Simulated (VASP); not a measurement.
```yaml
crystal:
  lattice:
    - [-2.69849, 2.69849, 5.39559]
    - [2.69849, -2.69849, 5.39559]
    - [2.69849, 2.69849, -5.39559]
  atoms:
    - { symbol: Zn, position: [0.00000, 0.00000, 0.00000] }
    - { symbol: Cu, position: [0.25000, 0.75000, 0.50000] }
    - { symbol: Cu, position: [0.75000, 0.25000, 0.50000] }
    - { symbol: Sn, position: [0.50000, 0.50000, 0.00000] }
    - { symbol: S, position: [0.89122, 0.37530, 0.00000] }
    - { symbol: S, position: [0.62470, 0.62470, 0.51592] }
    - { symbol: S, position: [0.37530, 0.89122, 0.00000] }
    - { symbol: S, position: [0.10878, 0.10878, 0.48408] }
```

All values below come from LDA (Ceperley-Alder, Perdew-Zunger), VASP's LDA PAW potentials (set 64) (plane waves; VASP). Run with 300 eV cut-off, 5×5×5 Γ-centred mesh, Gaussian smearing of 0.10 eV, potentials Zn Cu Sn_d S.

At this cut-off the stress carries a Pulay error, which pulls relaxed volumes low.

Which forces act on the atoms, in eV/Å?

```json
[
 {"atom": "Zn1", "Fx": "0.000", "Fy": "0.000", "Fz": "0.000"},
 {"atom": "Cu2", "Fx": "0.000", "Fy": "0.000", "Fz": "0.000"},
 {"atom": "Cu3", "Fx": "0.000", "Fy": "0.000", "Fz": "0.000"},
 {"atom": "Sn4", "Fx": "0.000", "Fy": "0.000", "Fz": "0.000"},
 {"atom": "S5", "Fx": "-0.066", "Fy": "0.066", "Fz": "0.177"},
 {"atom": "S6", "Fx": "0.066", "Fy": "0.066", "Fz": "-0.177"},
 {"atom": "S7", "Fx": "0.066", "Fy": "-0.066", "Fz": "0.177"},
 {"atom": "S8", "Fx": "-0.066", "Fy": "-0.066", "Fz": "-0.177"}
]
```

Give the stress tensor in GPa (positive for a compressed cell).

```
-3.86   0.00   0.00
 0.00  -3.86   0.00
 0.00   0.00  -3.64
```
The pressure is its mean diagonal, -3.79 GPa.

The structure comes from a computed database's ZnCu2SnS4 entry (I-42m); how it stands against other phases isn't given here. The cell was not relaxed at this level. The k-mesh is coarse (spacing up to 0.33 per Å, 2π included), so the numbers may not be converged in it.
